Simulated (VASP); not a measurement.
Runs of VASP 6.6.1 on Y. The structure is hexagonal, space group P6_3/mmc (No. 194). The conventional cell has a = 3.643 Å, b = 3.643 Å, c = 5.879 Å, α = 90.00°, β = 90.00°, γ = 120.00°. Y (site symmetry -6m2) has 12 Y at 3.61 to 3.64 Å as nearest neighbours. 

```tsv
task	level	potentials or basis	cell	k mesh	cutoff (eV)	gap on the mesh (eV)	pressure (GPa)	relaxed volume (Å³/atom)
relaxation of cell and atoms	PBEsol	VASP PAW PBE potentials, release 64 (Y_sv)	relaxed	15 × 15 × 8	580	none	0.0	31.21
relaxation of cell and atoms	RPBE	VASP PAW PBE potentials, release 64 (Y_sv)	relaxed	15 × 15 × 8	600	none	0.0	34.01
relaxation of cell and atoms	PBEsol	VASP PAW PBE potentials, release 64 (Y_sv)	relaxed	15 × 15 × 8	300	none	0.0	(b)
relaxation of cell and atoms	PBEsol	VASP PAW PBE potentials, release 64 (Y_sv)	relaxed	15 × 15 × 8	480	none	0.0	31.21
relaxation of cell and atoms	PBEsol	VASP PAW PBE potentials, release 64 (Y_sv)	relaxed	15 × 15 × 8	600	none	0.0	(a)
single point	PBEsol	VASP PAW PBE potentials, release 64 (Y_sv)	as given	15 × 15 × 8	520	none	-3.0	-
relaxation of cell and atoms	LDA	VASP PAW LDA potentials, release 64 (Y_sv)	relaxed	15 × 15 × 8	600	none	0.0	29.83
relaxation of cell and atoms	PBEsol	VASP PAW PBE potentials, release 64 (Y_sv)	relaxed	6 × 6 × 4	600	none	0.0	31.37
```

Alike in all rows: no spin polarisation; smearing gaussian 0.1 eV.

Problem. Estimate the missing entries.

Solution. (a) 31.22; (b) 31.11.

Caveats: the PAW data sets were made with another functional, which shifts forces and pressure a little (some runs).

A k mesh can miss the band edges, and the runs leave out spin-orbit coupling on Y.

A gap of «none» marks a metal or a gap under the smearing width.

Runs at the PBE level aren't shown here.
